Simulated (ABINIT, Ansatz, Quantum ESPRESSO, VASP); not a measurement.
**CdSe (F-43m, 2 atoms in the cell) computed with different codes at matched settings**

Self-consistent single point, at a second geometry (lattice scaled by 0.98). First geometry:

```
CELL_PARAMETERS angstrom
      0.00000     3.02500     3.02500
      3.02500     0.00000     3.02500
      3.02500     3.02500     0.00000
ATOMIC_POSITIONS crystal
  Cd 0.00000 0.00000 0.00000
  Se 0.25000 0.25000 0.25000
```

Shared settings, as Ansatz (a program for electronic structure) writes them: kpoints.mp_grid.grid = 9 9 9; scf.occupations.method = fermi_dirac; scf.occupations.width = 0.05 eV. Potentials and cutoffs stand in the table.

| code | model | ΔF from the first geometry (meV/atom) | pressure (GPa) | gap on the mesh (eV) | cutoff |
|---|---|---|---|---|---|
| Ansatz | PBE, default PAW files | 59.0 | 8.02 | 0.764 | default |
| ABINIT | PBE, PAW (JTH v2.0 PBE PAW) | 59.9 | 8.08 | 0.754 | 20 Ha |
| Quantum ESPRESSO | PBE, SSSP 1.1.2 precision (PBE) pseudopotentials | 60.3 | 7.91 | 0.737 | 55 Ry |
| VASP | PBE, VASP's PBE PAW potentials (set 64) | – | – | 0.760 | 300 eV |

A dash marks a value that a program does not give, or that is left out as unsure.

Gaps are read on the mesh.

The spread over the programs that give each value: ΔF from the first geometry within 1.3 meV/atom; pressure within 0.17 GPa; gap on the mesh within 0.027 eV.

Ansatz's pressure is given at a fixed set of plane waves, as the other plane-wave codes print theirs; with its correction for the finite basis it is 8.05 GPa.

VASP's run is marked for a possible Pulay error in its stress at this cutoff; no cutoff test was made.

The starting cell has typed, rounded lattice constants, without a prior relaxation at this level. For this run, on top of that: lattice scaled by 0.98.

Left out of this page: GPAW, CP2K, Elk, FLEUR and SIESTA (not drawn, or without a comparable value).

Keys are those of Ansatz 0.2.
